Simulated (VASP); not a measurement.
These are PBE GGA, VASP's PBE PAW potentials (set 64) (plane waves; VASP) values and carry that method's errors.

VASP ran on this input.

### INCAR
```
SYSTEM = C
PREC = Accurate; ENCUT = 500; LREAL = .False.
LASPH = .True.
EDIFF = 1E-6; NELM = 100; ALGO = Normal
ISMEAR = 0; SIGMA = 0.05
GGA = PE
LWAVE = .False.; LCHARG = .True.
```

**KPOINTS**
```
kpoints
0
G
  11 11 11
```

POSCAR:
```
C
1
   -0.0000000000     1.7868136763     1.7868136763
    1.7868136763     0.0000000000     1.7868136763
    1.7868136763     1.7868136763     0.0000000000
C
2
Direct
  0.5000000000   0.5000000000   0.5000000000
  0.7500000000   0.7500000000   0.7500000000
```

POTCAR, in this order: C (PBE.64 set). Program: vasp_std.

What VASP printed:

File OUTCAR:
```
 ion  position               nearest neighbor table
   1  0.500  0.500  0.500-   2 1.55   2 1.55   2 1.55   2 1.55
   2  0.750  0.750  0.750-   1 1.55   1 1.55   1 1.55   1 1.55
  LATTYP: Found a face centered cubic cell.
 ALAT       =     3.5736273526
 Subroutine PRICEL returns:
 Original cell was already a primitive cell.
 Subroutine GETGRP returns: Found 48 space group operations
The static configuration has the point symmetry T_d .
 The point group associated with its full space group is O_h .
The dynamic configuration has the point symmetry T_d .
 Subroutine INISYM returns: Found 48 space group operations
 Subroutine IBZKPT returns following result:
 Found     56 irreducible k-points:

 Following reciprocal coordinates:
            Coordinates               Weight
  0.000000  0.000000  0.000000      1.000000
  0.090909  0.000000  0.000000      8.000000
  0.181818  0.000000  0.000000      8.000000
  0.272727  0.000000  0.000000      8.000000
  0.363636  0.000000  0.000000      8.000000
  0.454545  0.000000  0.000000      8.000000
  0.090909  0.090909  0.000000      6.000000
  0.181818  0.090909  0.000000     24.000000
...
```

OSZICAR:
```
       N       E                     dE             d eps       ncg     rms          rms(c)
DAV:   1    -0.123497832295E+01   -0.12350E+01   -0.49986E+03   976   0.932E+02
DAV:   2    -0.187155261269E+02   -0.17481E+02   -0.16729E+02  1472   0.108E+02
DAV:   3    -0.188135807398E+02   -0.98055E-01   -0.98055E-01   928   0.105E+01
DAV:   4    -0.188137313586E+02   -0.15062E-03   -0.15062E-03  1280   0.432E-01
DAV:   5    -0.188137314566E+02   -0.97967E-07   -0.97967E-07   920   0.642E-03    0.553E+00
DAV:   6    -0.183430881111E+02    0.47064E+00   -0.36054E-01   928   0.479E+00    0.332E+00
DAV:   7    -0.181846607636E+02    0.15843E+00   -0.39886E-01  1048   0.514E+00    0.759E-01
DAV:   8    -0.181859359150E+02   -0.12752E-02   -0.17875E-03   936   0.482E-01    0.467E-02
DAV:   9    -0.181859530405E+02   -0.17125E-04   -0.13208E-04  1312   0.102E-01    0.272E-02
DAV:  10    -0.181859655999E+02   -0.12559E-04   -0.13548E-05   904   0.429E-02    0.625E-03
DAV:  11    -0.181859654434E+02    0.15651E-06   -0.36863E-08   648   0.215E-03
   1 F= -.18185965E+02 E0= -.18185965E+02  d E =-.744509E-12
```

### OUTCAR
```
------------------------ aborting loop because EDIFF is reached ----------------------------------------
  FORCE on cell =-STRESS in cart. coord.  units (eV):
  Direction    XX          YY          ZZ          XY          YZ          ZX
  --------------------------------------------------------------------------------------
  Total       -0.0003602     -0.0003602     -0.0003602      0.0000000      0.0000000      0.0000000
  in kB       -0.0505867     -0.0505867     -0.0505867      0.0000000      0.0000000      0.0000000
  external PRESSURE =      -0.0505867 kB  Pullay stress =       0.0000000 kB
  volume of cell :       11.41
      direct lattice vectors                 reciprocal lattice vectors
     0.000000000  1.786813676  1.786813676    -0.279827722  0.279827722  0.279827722
     1.786813676  0.000000000  1.786813676     0.279827722 -0.279827722  0.279827722
     1.786813676  1.786813676  0.000000000     0.279827722  0.279827722 -0.279827722
 POSITION                                       TOTAL-FORCE (eV/Angst)
 -----------------------------------------------------------------------------------
      1.78681      1.78681      1.78681        -0.000000     -0.000000     -0.000000
      2.68022      2.68022      2.68022         0.000000      0.000000      0.000000
 -----------------------------------------------------------------------------------
    total drift:                                0.000000     -0.000000      0.000000
  FREE ENERGIE OF THE ION-ELECTRON SYSTEM (eV)
  ---------------------------------------------------
  free  energy   TOTEN  =       -18.1859654434 eV

  energy  without entropy=      -18.1859654434  energy(sigma->0) =      -18.18596544
```
(Selected blocks of OUTCAR.)

The structure comes from a computed database's C entry (Fd-3m); how it stands against other phases isn't given here. It was relaxed first.
